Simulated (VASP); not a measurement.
# SiNi: the relaxed cell at several levels, part 3 of 4

Which functional gives the lattice of SiNi as experiment finds it, and is a dearer one worth its cost? The start is a cell from a database of measured crystal structures.

VASP 6.6.1, plane waves and PAW; the level of theory is named at each step.

Still holding for the runs below: The k-mesh is coarse for a metal.

So far. Step 2 (Relaxation with LDA): It ends with a largest force of 0.007 eV/Å and a pressure of 0.01 GPa. The volume lies -4.3 % from that of the database's start, which holds the thermal and zero-point expansion of its experiment. LDA is known to overbind. The conventional cell has a = 5.043, b = 3.352 and c = 5.481 Å. Step 3 (Relaxation with PBEsol): It ends at 11.81 Å³/atom, -2.4 % from the start, with 0.05 GPa left. The conventional cell has a = 5.077, b = 3.373 and c = 5.516 Å.

### Step 4. Relaxation with PBE

This step: PBE, spin-polarised from a ferromagnetic start; plane waves and PAW (Si, Ni) (VASP 6.6.1).

PBE, the usual starting point, adds the gradient of the density.

File INCAR:

```
SYSTEM = SiNi
PREC = Accurate
ENCUT = 520
EDIFF = 1E-06
NELM = 100
ISMEAR = -1
SIGMA = 0.05
LREAL = .FALSE.
ALGO = Normal
GGA = PE
NBANDS = 43
ISPIN = 2
MAGMOM = 0 0 0 0 1 1 1 1
LASPH = .TRUE.
LMAXMIX = 4
LORBIT = 11
LWAVE = .FALSE.
LCHARG = .FALSE.
KPAR = 8
IBRION = 2
NSW = 60
ISIF = 3
EDIFFG = -0.01
```

File POSCAR:

```
SiNi
1.0
    5.1731000000      0.0000000000      0.0000000000
    0.0000000000      3.3381000000      0.0000000000
    0.0000000000      0.0000000000      5.6049000000
Si Ni
4 4
Direct
    0.3212800000      0.7500000000      0.0825000000
    0.1787200000      0.2500000000      0.5825000000
    0.8212800000      0.7500000000      0.4175000000
    0.6787200000      0.2500000000      0.9175000000
    0.0077900000      0.2500000000      0.1875200000
    0.4922100000      0.7500000000      0.6875200000
    0.5077900000      0.2500000000      0.3124800000
    0.9922100000      0.7500000000      0.8124800000
```

File KPOINTS:

```
Automatic mesh
0
Gamma
5 7 4
0 0 0
```

Potentials, in the order of the species: Si and Ni (PBE family, release 64).

The run is started by

```sh
mpirun -np 8 vasp_std
```

Numbers of over 12 decimals in the logs are rounded to 6 here.

The program printed:

```text
[banner, memory and clock lines left out]
running    8 mpi-ranks, on    1 nodes
[...]
[... a notice as in an earlier step ...]

 LDA part: xc-table for (Slater+PW92), standard interpolation
 POSCAR, INCAR and KPOINTS ok, starting setup
[...]
entering main loop
       N       E                     dE             d eps       ncg     rms          rms(c)
DAV:   1     0.374569823389E+03    0.37457E+03   -0.23586E+04  6192   0.153E+03
DAV:   2    -0.196658627548E+02   -0.39424E+03   -0.37094E+03  6195   0.336E+02
DAV:   3    -0.531579644644E+02   -0.33492E+02   -0.31825E+02  6966   0.113E+02
DAV:   4    -0.542133683135E+02   -0.10554E+01   -0.10478E+01  7423   0.187E+01
[...]
DAV:  14    -0.476190533743E+02    0.14276E-04   -0.25365E-05  8973   0.558E-02    0.285E-02
DAV:  15    -0.476190496222E+02    0.37521E-05   -0.69159E-06  8311   0.169E-02    0.100E-02
DAV:  16    -0.476190486464E+02    0.97578E-06   -0.85937E-07  3655   0.746E-03
   1 F= -.47619049E+02 E0= -.47614613E+02  d E =-.476190E+02  mag=    -0.0001
[...]
3 F= -.47626178E+02 E0= -.47621768E+02  d E =-.712974E-02  mag=     0.0000
   4 F= -.47626161E+02 E0= -.47621749E+02  d E =-.711277E-02  mag=    -0.0000
   5 F= -.47626174E+02 E0= -.47621761E+02  d E =-.712498E-02  mag=    -0.0000
   6 F= -.47628184E+02 E0= -.47623719E+02  d E =-.201071E-02  mag=    -0.0000
   7 F= -.47628634E+02 E0= -.47624073E+02  d E =-.246069E-02  mag=     0.0000
   8 F= -.47628661E+02 E0= -.47624062E+02  d E =-.248769E-02  mag=    -0.0000
   9 F= -.47628979E+02 E0= -.47624324E+02  d E =-.317254E-03  mag=     0.0000
  10 F= -.47629027E+02 E0= -.47624310E+02  d E =-.365707E-03  mag=    -0.0000
  11 F= -.47629264E+02 E0= -.47624486E+02  d E =-.236491E-03  mag=     0.0000
  12 F= -.47629323E+02 E0= -.47624511E+02  d E =-.295630E-03  mag=    -0.0000
  13 F= -.47629265E+02 E0= -.47624390E+02  d E =-.237788E-03  mag=     0.0000
  14 F= -.47629328E+02 E0= -.47624495E+02  d E =-.300969E-03  mag=    -0.0000
  15 F= -.47629433E+02 E0= -.47624557E+02  d E =-.104658E-03  mag=     0.0000
  16 F= -.47629459E+02 E0= -.47624549E+02  d E =-.131236E-03  mag=     0.0000
  17 F= -.47629456E+02 E0= -.47624516E+02  d E =0.291143E-05  mag=    -0.0000
  18 F= -.47629467E+02 E0= -.47624545E+02  d E =-.815984E-05  mag=    -0.0000
[...]
reached required accuracy - stopping structural energy minimisation
```

Wall time 3.1 min (8 MPI ranks of Intel Xeon 6975P-C (Granite Rapids), shared host); peak memory 3.4 GiB.

OUTCAR, selected parts (step 4):

```text
  Total        0.0030789     -0.0019926     -0.0555028      0.0000000      0.0000000      0.0000000
  in kB        0.0504409     -0.0326439     -0.9092884      0.0000000      0.0000000      0.0000000
  external PRESSURE =      -0.2971638 kB  Pullay stress =       0.0000000 kB

 POSITION                                       TOTAL-FORCE (eV/Angst)
 -----------------------------------------------------------------------------------
      1.65221      2.53335      0.47393         0.008339     -0.000000     -0.001600
      0.92099      0.84445      3.28685        -0.008339      0.000000     -0.001600
      4.22542      2.53335      2.33898         0.008339     -0.000000      0.001600
      3.49420      0.84445      5.15189        -0.008339      0.000000      0.001600
      0.04341      0.84445      1.06149        -0.001836      0.000000      0.001781
      2.52980      2.53335      3.87440         0.001836     -0.000000      0.001781
      2.61661      0.84445      1.75142        -0.001836      0.000000     -0.001781
      5.10300      2.53335      4.56433         0.001836     -0.000000     -0.001781
 -----------------------------------------------------------------------------------
    total drift:                               -0.000000      0.000000     -0.000000

  FREE ENERGIE OF THE ION-ELECTRON SYSTEM (eV)
  ---------------------------------------------------
  free  energy   TOTEN  =       -47.6294673826 eV

  energy  without entropy=      -47.6196225516  energy(sigma->0) =      -47.62454497

 magnetization (x)
# of ion       s       p       d       tot
------------------------------------------
    1        0.000   0.000   0.000   0.000
    2        0.000   0.000   0.000   0.000
    3        0.000   0.000   0.000   0.000
    4        0.000   0.000   0.000   0.000
    5       -0.000  -0.000  -0.000  -0.000
    6       -0.000  -0.000  -0.000  -0.000
    7       -0.000  -0.000  -0.000  -0.000
    8       -0.000  -0.000  -0.000  -0.000
--------------------------------------------------
tot         -0.000   0.000  -0.000  -0.000

[... 2 parts as in an earlier step ...]

[... 2 further parts left out ...]
[key lines of the parts left out:]
E-fermi :  10.2764
```

Relaxation path:

```
step  energy less that of the first step (eV)  largest force (eV/Å)  pressure (GPa)  volume (Å³)
   1                                   0.0000                0.0511            1.79        96.79
   2                                  -0.0034                0.0648           -1.64        98.69
   3                                  -0.0071                0.0540           -0.14        97.88
   4                                  -0.0071                0.0544           -0.34        97.94
   5                                  -0.0071                0.0547           -0.32        97.91
   6                                  -0.0091                0.0303           -0.06        97.86
   7                                  -0.0096                0.0224           -0.13        97.83
   8                                  -0.0096                0.0237           -0.07        97.82
   9                                  -0.0099                0.0210            0.01        97.73
  10                                  -0.0100                0.0203            0.18        97.63
  11                                  -0.0102                0.0153            0.14        97.73
  12                                  -0.0103                0.0140            0.04        97.78
  13                                  -0.0102                0.0153           -0.14        97.88
  14                                  -0.0103                0.0138           -0.05        97.81
  15                                  -0.0104                0.0113           -0.04        97.79
  16                                  -0.0104                0.0109            0.06        97.77
  17                                  -0.0104                0.0050           -0.11        97.83
  18                                  -0.0104                0.0085           -0.03        97.80
```

```
conventional cell, symmetrised  before  after  change
                         a (Å)   5.173  5.146  -0.5 %
                         b (Å)   3.338  3.378  +1.2 %
                         c (Å)   5.605  5.626  +0.4 %
              volume (Å³/atom)   12.10  12.22  +1.0 %
```

The relaxed structure:

```xyz
8
Lattice="5.1464 0.0000 0.0000 0.0000 3.3778 0.0000 0.0000 0.0000 5.6258" Properties=species:S:1:pos:R:3 pbc="T T T"
Si    1.6522    2.5333    0.4739
Si    0.9210    0.8444    3.2868
Si    4.2254    2.5333    2.3390
Si    3.4942    0.8444    5.1519
Ni    0.0434    0.8444    1.0615
Ni    2.5298    2.5333    3.8744
Ni    2.6166    0.8444    1.7514
Ni    5.1030    2.5333    4.5643
```

It ends at 12.22 Å³/atom, +1.0 % from the start, with -0.03 GPa left. The conventional cell has a = 5.146, b = 3.378 and c = 5.626 Å.

### Step 5. Relaxation with r2SCAN

This step: r2SCAN, spin-polarised from a ferromagnetic start; plane waves and PAW (Si, Ni) (VASP 6.6.1).

r2SCAN adds the kinetic-energy density, costs more than a GGA and is run with LASPH.

Changes to INCAR since step 4:

```diff
@@ -9,3 +9,4 @@
 ALGO = Normal
-GGA = PE
+METAGGA = R2SCAN
+LASPH = .TRUE.
 NBANDS = 43
@@ -13,3 +14,2 @@
 MAGMOM = 0 0 0 0 1 1 1 1
-LASPH = .TRUE.
 LMAXMIX = 4
```

POSCAR is that of step 4.

KPOINTS is that of step 4.

The run is started by

```sh
mpirun -np 8 vasp_std
```

The program printed:

```text
[banner, memory and clock lines left out]
running    8 mpi-ranks, on    1 nodes
[...]
[... a notice as in an earlier step ...]

 [... a notice as in an earlier step ...]

 LDA part: xc-table for (None), standard interpolation
 POSCAR, INCAR and KPOINTS ok, starting setup
[...]
entering main loop
       N       E                     dE             d eps       ncg     rms          rms(c)
DAV:   1     0.342407849109E+03    0.34241E+03   -0.24511E+04  6192   0.159E+03
DAV:   2    -0.631276824189E+02   -0.40554E+03   -0.38148E+03  6195   0.346E+02
DAV:   3    -0.984379974598E+02   -0.35310E+02   -0.33629E+02  6872   0.119E+02
DAV:   4    -0.994779294390E+02   -0.10399E+01   -0.10328E+01  7428   0.191E+01
[...]
DAV:  14    -0.866949103185E+02   -0.16054E-04   -0.37544E-05  7126   0.438E-02    0.180E-02
DAV:  15    -0.866949129295E+02   -0.26110E-05   -0.61413E-06  6669   0.193E-02    0.420E-03
DAV:  16    -0.866949135147E+02   -0.58513E-06   -0.83712E-07  3620   0.928E-03
   1 F= -.86694914E+02 E0= -.86690576E+02  d E =-.866949E+02  mag=    -0.0001
[... from here on, the cycles between the ionic steps are left out ...]
   2 F= -.86699160E+02 E0= -.86694670E+02  d E =-.424656E-02  mag=    -0.0000
   3 F= -.86717047E+02 E0= -.86712709E+02  d E =-.221335E-01  mag=     0.0000
   4 F= -.86720253E+02 E0= -.86715729E+02  d E =-.320555E-02  mag=    -0.0000
   5 F= -.86721048E+02 E0= -.86716358E+02  d E =-.400085E-02  mag=     0.0000
   6 F= -.86721539E+02 E0= -.86716812E+02  d E =-.490704E-03  mag=    -0.0000
   7 F= -.86721764E+02 E0= -.86717018E+02  d E =-.715692E-03  mag=     0.0000
   8 F= -.86722071E+02 E0= -.86717329E+02  d E =-.307887E-03  mag=     0.0000
   9 F= -.86722077E+02 E0= -.86717336E+02  d E =-.313046E-03  mag=    -0.0000
  10 F= -.86722072E+02 E0= -.86717337E+02  d E =-.307987E-03  mag=    -0.0000
  11 F= -.86722076E+02 E0= -.86717339E+02  d E =-.312653E-03  mag=    -0.0000
  12 F= -.86722198E+02 E0= -.86717475E+02  d E =-.121778E-03  mag=     0.0000
  13 F= -.86722215E+02 E0= -.86717487E+02  d E =-.138655E-03  mag=    -0.0000
  14 F= -.86722280E+02 E0= -.86717556E+02  d E =-.648454E-04  mag=    -0.0000
 trial-energy change:   -0.000065  1 .order   -0.000064   -0.000097   -0.000032
 step:   1.9720(harm=  1.9720)  dis= 0.00163  next Energy=   -86.722287 (dE=-0.721E-04)
 reached required accuracy - stopping structural energy minimisation
```

It took 8.4 min on 8 MPI ranks; peak memory 3.5 GiB.

OUTCAR, selected parts (step 5):

```text
  Total        0.0064638      0.0175084     -0.0105475      0.0000000      0.0000000      0.0000000
  in kB        0.1087954      0.2946915     -0.1775298      0.0000000      0.0000000      0.0000000
  external PRESSURE =       0.0753190 kB  Pullay stress =       0.0000000 kB

 POSITION                                       TOTAL-FORCE (eV/Angst)
 -----------------------------------------------------------------------------------
      1.63410      2.51745      0.46797         0.005486      0.000000     -0.001855
      0.91005      0.83915      3.25465        -0.005486     -0.000000     -0.001855
      4.17825      2.51745      2.31871         0.005486      0.000000      0.001855
      3.45420      0.83915      5.10539        -0.005486     -0.000000      0.001855
      0.04058      0.83915      1.05503        -0.000922     -0.000000     -0.003920
      2.50357      2.51745      3.84171         0.000922      0.000000     -0.003920
      2.58473      0.83915      1.73165        -0.000922     -0.000000      0.003920
      5.04772      2.51745      4.51833         0.000922      0.000000      0.003920
 -----------------------------------------------------------------------------------
    total drift:                               -0.000000      0.000000      0.000000

  FREE ENERGIE OF THE ION-ELECTRON SYSTEM (eV)
  ---------------------------------------------------
  free  energy   TOTEN  =       -86.7222796698 eV

  energy  without entropy=      -86.7128325392  energy(sigma->0) =      -86.71755610

 magnetization (x)
# of ion       s       p       d       tot
------------------------------------------
    1        0.000  -0.000   0.000   0.000
    2        0.000  -0.000   0.000   0.000
    3        0.000  -0.000   0.000   0.000
    4        0.000  -0.000   0.000   0.000
    5       -0.000  -0.000   0.000  -0.000
    6       -0.000  -0.000   0.000  -0.000
    7       -0.000  -0.000   0.000  -0.000
    8       -0.000  -0.000   0.000  -0.000
--------------------------------------------------
tot         -0.000  -0.000   0.000  -0.000

[... 2 parts as in an earlier step ...]

[... 2 further parts left out ...]
[key lines of the parts left out:]
E-fermi :  10.5732
```

Step by step:

```
step  energy less that of the first step (eV)  largest force (eV/Å)  pressure (GPa)  volume (Å³)
   1                                   0.0000                0.1390           -3.24        96.79
   2                                  -0.0042                0.0544            3.77        93.40
   3                                  -0.0221                0.0607            0.32        94.98
   4                                  -0.0253                0.0377            0.16        95.10
   5                                  -0.0261                0.0312            0.02        95.20
   6                                  -0.0266                0.0272           -0.03        95.24
   7                                  -0.0268                0.0241           -0.13        95.29
   8                                  -0.0272                0.0177            0.10        95.15
   9                                  -0.0272                0.0171            0.04        95.13
  10                                  -0.0272                0.0192            0.22        95.10
  11                                  -0.0272                0.0182            0.15        95.12
  12                                  -0.0273                0.0184           -0.08        95.22
  13                                  -0.0273                0.0172           -0.02        95.20
  14                                  -0.0274                0.0058            0.01        95.19
```

```
conventional cell, symmetrised  before  after  change
                         a (Å)   5.173  5.088  -1.6 %
                         b (Å)   3.338  3.357  +0.6 %
                         c (Å)   5.605  5.573  -0.6 %
              volume (Å³/atom)   12.10  11.90  -1.7 %
```

The relaxed structure:

```xyz
8
Lattice="5.0883 0.0000 0.0000 0.0000 3.3566 0.0000 0.0000 0.0000 5.5734" Properties=species:S:1:pos:R:3 pbc="T T T"
Si    1.6341    2.5174    0.4680
Si    0.9101    0.8391    3.2547
Si    4.1782    2.5174    2.3187
Si    3.4542    0.8391    5.1054
Ni    0.0406    0.8391    1.0550
Ni    2.5036    2.5174    3.8417
Ni    2.5847    0.8391    1.7316
Ni    5.0477    2.5174    4.5183
```

It ends at 11.90 Å³/atom, -1.7 % from the start, with 0.01 GPa left. The conventional cell has a = 5.088, b = 3.357 and c = 5.573 Å.

### Step 6. Relaxation with PBE + D3(BJ)

This step: PBE with D3(BJ), spin-polarised from a ferromagnetic start; plane waves and PAW (Si, Ni) (VASP 6.6.1).

A dispersion term adds the long-range attraction that semilocal functionals lack. D3 with Becke-Johnson damping keeps a finite attraction at short range.

Changes to INCAR since step 5:

```diff
@@ -9,4 +9,4 @@
 ALGO = Normal
-METAGGA = R2SCAN
-LASPH = .TRUE.
+GGA = PE
+IVDW = 12
 NBANDS = 43
@@ -14,2 +14,3 @@
 MAGMOM = 0 0 0 0 1 1 1 1
+LASPH = .TRUE.
 LMAXMIX = 4
```

POSCAR is that of step 5.

KPOINTS is that of step 5.

The run is started by

```sh
mpirun -np 8 vasp_std
```

The program printed:

```text
[... set-up lines as in an earlier step ...]
 entering main loop
       N       E                     dE             d eps       ncg     rms          rms(c)
[... 16 cycles as in an earlier step ...]
   1 F= -.51357239E+02 E0= -.51352803E+02  d E =-.513572E+02  mag=    -0.0001
[... from here on, the cycles between the ionic steps are left out ...]
   2 F= -.51364143E+02 E0= -.51359803E+02  d E =-.690388E-02  mag=    -0.0000
   3 F= -.51388386E+02 E0= -.51384062E+02  d E =-.311468E-01  mag=     0.0000
   4 F= -.51388374E+02 E0= -.51384049E+02  d E =-.311346E-01  mag=     0.0000
   5 F= -.51390303E+02 E0= -.51385911E+02  d E =-.192952E-02  mag=    -0.0000
   6 F= -.51391183E+02 E0= -.51386622E+02  d E =-.280924E-02  mag=     0.0000
   7 F= -.51392197E+02 E0= -.51387438E+02  d E =-.101409E-02  mag=     0.0000
   8 F= -.51393091E+02 E0= -.51388049E+02  d E =-.190801E-02  mag=     0.0000
   9 F= -.51393863E+02 E0= -.51388795E+02  d E =-.771791E-03  mag=     0.0000
  10 F= -.51393948E+02 E0= -.51388884E+02  d E =-.856503E-03  mag=    -0.0000
  11 F= -.51393939E+02 E0= -.51388897E+02  d E =-.848201E-03  mag=     0.0000
  12 F= -.51393975E+02 E0= -.51388922E+02  d E =-.883782E-03  mag=     0.0000
  13 F= -.51394023E+02 E0= -.51388982E+02  d E =-.486047E-04  mag=     0.0000
  14 F= -.51394164E+02 E0= -.51389117E+02  d E =-.189504E-03  mag=    -0.0000
  15 F= -.51394162E+02 E0= -.51389116E+02  d E =-.187110E-03  mag=    -0.0000
  16 F= -.51394163E+02 E0= -.51389117E+02  d E =-.188590E-03  mag=     0.0000
  17 F= -.51394164E+02 E0= -.51389117E+02  d E =-.188936E-03  mag=    -0.0000
  18 F= -.51394190E+02 E0= -.51389158E+02  d E =-.260584E-04  mag=    -0.0000
 trial-energy change:   -0.000026  1 .order   -0.000024   -0.000090    0.000042
 step:   1.1264(harm=  1.1264)  dis= 0.00064  next Energy=   -51.394195 (dE=-0.308E-04)
 reached required accuracy - stopping structural energy minimisation
```

Run time: 5.1 min. Hardware: 8 MPI ranks; peak memory 3.6 GiB; 27 min of CPU time.

OUTCAR, selected parts (step 6):

```text
 Edisp (eV)   -3.82881

 Edisp (eV)   -3.82979

  Total       0.03633     0.04894     0.05081    -0.00000     0.00000     0.00000
  in kB       0.61706     0.83128     0.86296    -0.00000     0.00000     0.00000
  external pressure =        0.77 kB  Pullay stress =        0.00 kB

 POSITION                                       TOTAL-FORCE (eV/Angst)
 -----------------------------------------------------------------------------------
      1.64177      2.51776      0.47674        -0.005881     -0.000000     -0.002881
      0.89956      0.83925      3.24102         0.005881      0.000000     -0.002881
      4.18310      2.51776      2.28754        -0.005881     -0.000000      0.002881
      3.44089      0.83925      5.05182         0.005881      0.000000      0.002881
      0.05052      0.83925      1.03373         0.002130      0.000000     -0.003828
      2.49081      2.51776      3.79801        -0.002130     -0.000000     -0.003828
      2.59185      0.83925      1.73055         0.002130      0.000000      0.003828
      5.03214      2.51776      4.49483        -0.002130     -0.000000      0.003828
 -----------------------------------------------------------------------------------
    total drift:                                0.000000      0.000000      0.000000

  FREE ENERGIE OF THE ION-ELECTRON SYSTEM (eV)
  ---------------------------------------------------
  free  energy   TOTEN  =       -51.3941898152 eV

  energy  without entropy=      -51.3841266120  energy(sigma->0) =      -51.38915821

 magnetization (x)
# of ion       s       p       d       tot
------------------------------------------
    1        0.000   0.000   0.000   0.000
    2        0.000   0.000   0.000   0.000
    3        0.000   0.000   0.000   0.000
    4        0.000   0.000   0.000   0.000
    5        0.000  -0.000  -0.000  -0.000
    6        0.000  -0.000  -0.000  -0.000
    7        0.000  -0.000  -0.000  -0.000
    8        0.000  -0.000  -0.000  -0.000
--------------------------------------------------
tot          0.000  -0.000  -0.000  -0.000

[... 2 parts as in an earlier step ...]

[... 2 further parts left out ...]
[key lines of the parts left out:]
E-fermi :  10.7996
```

Dispersion corrections of this kind ignore metallic screening and tend to overbind metals.

It ends at 11.79 Å³/atom, -2.5 % from the start, with 0.08 GPa left. The conventional cell has a = 5.083, b = 3.357 and c = 5.529 Å. Against plain PBE, the dispersion term moves a by -1.2 %, b by -0.6 % and c by -1.7 %.

(Continued in part 4 of 4.)

[Lines on the potential files, build, host, timing and source positions are cut from VASP's logs without a mark.]

[Logs are printed without paths, hosts, clocks, repeated set-up lines and the standing remarks that a program may print on its own settings, such as how far it seeks lower states.]

[Hosts, paths, dates, database ids (printed as entryN), source tags and the programs' standing remarks are cut or masked in the printed files.]

[A measured line is paired with the nearest computed mode of its activity, which favours agreement.]
